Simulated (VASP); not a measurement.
Consider the following.

```
CELL_PARAMETERS angstrom
     -1.72128     1.72128     1.72128
      1.72128    -1.72128     1.72128
      1.72128     1.72128    -1.72128
ATOMIC_POSITIONS crystal
  Li 0.00000 0.00000 0.00000
```

These are r2SCAN+rVV10, VASP's PBE PAW potentials (set 64) (plane waves; VASP) values and carry that method's errors. Numerical set-up: 520 eV cut-off, 17×17×17 Γ-centred mesh, tetrahedra with Blöchl corrections, potentials Li_sv.

Problem. Give the energies of bands 2 to 4 at the high-symmetry points, in eV from the Fermi level.

Solution. 
```json
[
 {"band": "2", "Γ": "-3.90", "H": "6.02", "N": "0.25", "P": "3.62"},
 {"band": "3", "Γ": "16.21", "H": "6.02", "N": "3.44", "P": "3.62"},
 {"band": "4", "Γ": "16.21", "H": "6.02", "N": "11.40", "P": "3.62"}
]
```

It has no gap at this level: it comes out as a metal or semimetal.

The compound is Li in the bcc structure. It was relaxed first.
